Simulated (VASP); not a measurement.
Here is a VASP 6.6.1 calculation.

Contents of POSCAR:

```
SnGe3O8                                 
1.0
    4.5416107926      0.0314994727      0.0000000000
    0.0319865246      4.4694276203      2.9753444414
   -0.0319865246     -4.4694276203      2.9753444414
  Ge              Sn              O             
     3     1     8
Direct
     0.5000000000000000    0.0000000000000000    0.5000000000000000
     0.5000000000000000    0.5000000000000000    0.0000000000000000
     0.0000000000000000    0.0000000000000000    0.0000000000000000
     0.0000000000000000    0.5000000000000000    0.5000000000000000
     0.1935457779249012    0.1297043963914358    0.3360878495754767
     0.1935457779249012    0.6639121504245232    0.8702956036085641
     0.8064542220750990    0.3360878495754767    0.1297043963914357
     0.8064542220750990    0.8702956036085641    0.6639121504245232
     0.3014390757287432    0.1548957661464336    0.8451042338535664
     0.3389962860006143    0.6498116552952423    0.3501883447047573
     0.6610037139993862    0.3501883447047573    0.6498116552952423
     0.6985609242712568    0.8451042338535664    0.1548957661464336
```

File INCAR.step1:

```
SYSTEM = SnGe3O8
ALGO = Normal
EDIFF = 1E-7
ENCUT = 520
GGA = PS
ISIF = 2
ISMEAR = 0
KPAR = 4
LASPH = .TRUE.
LCHARG = .TRUE.
LREAL = .FALSE.
LWAVE = .FALSE.
NBANDS = 64
NELM = 60
PREC = Accurate
SIGMA = 0.02
```

Contents of KPOINTS.step1:

```
k-points
0
G
  3 2 2
  0 0 0
```

File INCAR.step2:

```
SYSTEM = SnGe3O8
ALGO = Normal
EDIFF = 1E-7
ENCUT = 520
GGA = PS
ICHARG = 11
ISIF = 2
ISMEAR = 0
KPAR = 4
LASPH = .TRUE.
LCHARG = .FALSE.
LREAL = .FALSE.
LWAVE = .FALSE.
NBANDS = 64
NELM = 60
PREC = Accurate
SIGMA = 0.05
```

The input KPOINTS.step2:

```
path GXSRAZGYX1A1TY,ZT
20
line-mode
reciprocal
 0.0000000000  0.0000000000  0.0000000000  G
 0.0000000000  0.3632871456  0.3632871456  X

 0.0000000000  0.3632871456  0.3632871456  X
 0.0000000000  0.0000000000  0.5000000000  S

 0.0000000000  0.0000000000  0.5000000000  S
 0.5000000000  0.0000000000  0.5000000000  R

 0.5000000000  0.0000000000  0.5000000000  R
 0.5000000000  0.3632871456  0.3632871456  A

 0.5000000000  0.3632871456  0.3632871456  A
 0.5000000000  0.0000000000  0.0000000000  Z

 0.5000000000  0.0000000000  0.0000000000  Z
 0.0000000000  0.0000000000  0.0000000000  G

 0.0000000000  0.0000000000  0.0000000000  G
 0.0000000000 -0.5000000000  0.5000000000  Y

 0.0000000000 -0.5000000000  0.5000000000  Y
 0.0000000000 -0.3632871456  0.6367128544  X1

 0.0000000000 -0.3632871456  0.6367128544  X1
 0.5000000000 -0.3632871456  0.6367128544  A1

 0.5000000000 -0.3632871456  0.6367128544  A1
 0.5000000000 -0.5000000000  0.5000000000  T

 0.5000000000 -0.5000000000  0.5000000000  T
 0.0000000000 -0.5000000000  0.5000000000  Y

 0.5000000000  0.0000000000  0.0000000000  Z
 0.5000000000 -0.5000000000  0.5000000000  T
```

Potentials or basis: VASP PAW PBE potentials, release 64 (Ge_d, Sn_d, O).

Command:

```console
$ cat potpaw_PBE.64/Ge_d/POTCAR potpaw_PBE.64/Sn_d/POTCAR potpaw_PBE.64/O/POTCAR > POTCAR
$ cp INCAR.step1 INCAR
$ cp KPOINTS.step1 KPOINTS
$ mpirun -np 4 vasp_std > vasp.out
$ cp INCAR.step2 INCAR
$ cp KPOINTS.step2 KPOINTS
$ mpirun -np 4 vasp_std > vasp.out
```

Task: What does it give for the band gap on the k mesh?

Result: 1.26 eV, direct.

Task: What does it give for the band gap along the path?

Result: 1.26 eV, direct.

Levels at the corners of the path, in eV from the valence-band top:
| point | band 49 | band 50 | band 51 | band 52 | band 53 | band 54 | band 55 | band 56 |
| --- | --- | --- | --- | --- | --- | --- | --- | --- |
| Γ | -1.14 | -0.82 | -0.78 | 0.00 | 1.26 | 5.39 | 6.06 | 6.13 |
| X | -1.37 | -1.33 | -0.76 | -0.74 | 4.74 | 4.82 | 4.93 | 6.65 |
| X | -1.37 | -1.33 | -0.76 | -0.74 | 4.74 | 4.82 | 4.93 | 6.65 |
| S | -1.10 | -1.09 | -0.72 | -0.47 | 4.19 | 4.34 | 6.35 | 6.71 |
| S | -1.10 | -1.09 | -0.72 | -0.47 | 4.19 | 4.34 | 6.35 | 6.71 |
| R | -1.13 | -1.06 | -0.83 | -0.79 | 5.01 | 5.02 | 5.16 | 5.42 |
| R | -1.13 | -1.06 | -0.83 | -0.79 | 5.01 | 5.02 | 5.16 | 5.42 |
| A | -1.37 | -1.12 | -1.06 | -1.04 | 4.59 | 4.95 | 5.92 | 5.95 |
| A | -1.37 | -1.12 | -1.06 | -1.04 | 4.59 | 4.95 | 5.92 | 5.95 |
| Z | -1.25 | -1.09 | -0.76 | -0.66 | 4.27 | 4.31 | 4.48 | 4.64 |
| Z | -1.25 | -1.09 | -0.76 | -0.66 | 4.27 | 4.31 | 4.48 | 4.64 |
| Γ | -1.14 | -0.82 | -0.78 | 0.00 | 1.26 | 5.39 | 6.06 | 6.13 |
| Γ | -1.14 | -0.82 | -0.78 | 0.00 | 1.26 | 5.39 | 6.06 | 6.13 |
| Y | -1.64 | -1.48 | -0.73 | -0.69 | 4.19 | 4.48 | 5.76 | 5.91 |
| Y | -1.64 | -1.48 | -0.73 | -0.69 | 4.19 | 4.48 | 5.76 | 5.91 |
| X1 | -1.37 | -1.33 | -0.76 | -0.74 | 4.74 | 4.82 | 4.93 | 6.65 |
| X1 | -1.37 | -1.33 | -0.76 | -0.74 | 4.74 | 4.82 | 4.93 | 6.65 |
| A1 | -1.37 | -1.12 | -1.06 | -1.04 | 4.59 | 4.95 | 5.92 | 5.95 |
| A1 | -1.37 | -1.12 | -1.06 | -1.04 | 4.59 | 4.95 | 5.92 | 5.95 |
| T | -1.31 | -1.29 | -1.14 | -0.97 | 4.27 | 4.74 | 6.02 | 6.18 |
| T | -1.31 | -1.29 | -1.14 | -0.97 | 4.27 | 4.74 | 6.02 | 6.18 |
| Y | -1.64 | -1.48 | -0.73 | -0.69 | 4.19 | 4.48 | 5.76 | 5.91 |
| Z | -1.25 | -1.09 | -0.76 | -0.66 | 4.27 | 4.31 | 4.48 | 4.64 |
| T | -1.31 | -1.29 | -1.14 | -0.97 | 4.27 | 4.74 | 6.02 | 6.18 |

Caveat: the k mesh is coarse (spacing up to 0.63 Å⁻¹), so the values aren't converged; the log is that of the step along the path at fixed density, whose energy, stress, charges and moments have no meaning; spin-orbit coupling is left out, which moves the levels of the heavy elements. As with any semilocal functional, this PBEsol gap is likely too small.
